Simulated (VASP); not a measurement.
```xyz
5
Lattice="4.5006 0.0000 0.0000 0.0000 4.5006 0.0000 0.0000 0.0000 4.5006" Properties=species:S:1:pos:R:3 pbc="T T T"
Cs     0.0000     0.0000     0.0000
Ca     2.2503     2.2503     2.2503
F      0.0000     2.2503     2.2503
F      2.2503     0.0000     2.2503
F      2.2503     2.2503     0.0000
```

Level of theory: PBEsol GGA, VASP's PBE PAW potentials (set 64) (plane waves; VASP). Settings: 520 eV cut-off, 6×6×6 Γ-centred mesh, tetrahedra with Blöchl corrections, potentials Cs_sv Ca_sv F.

The cores are frozen, which limits the accuracy of field gradients.

Problem. Give the principal components of the electric field gradient (V/Å²) and the asymmetry η at each nucleus.

Solution. 
```
atom   Vxx   Vyy   Vzz     η
----  ----  ----  ----  ----
Cs1    0.0   0.0   0.0     -
Ca2    0.0   0.0   0.0     -
F3    -6.7  -6.7  13.3  0.00
F4    -6.7  -6.7  13.3  0.00
F5    -6.7  -6.7  13.3  0.00
```

The structure comes from a computed database's CsCaF3 entry (Pm-3m); how it stands against other phases isn't given here. It was relaxed first.
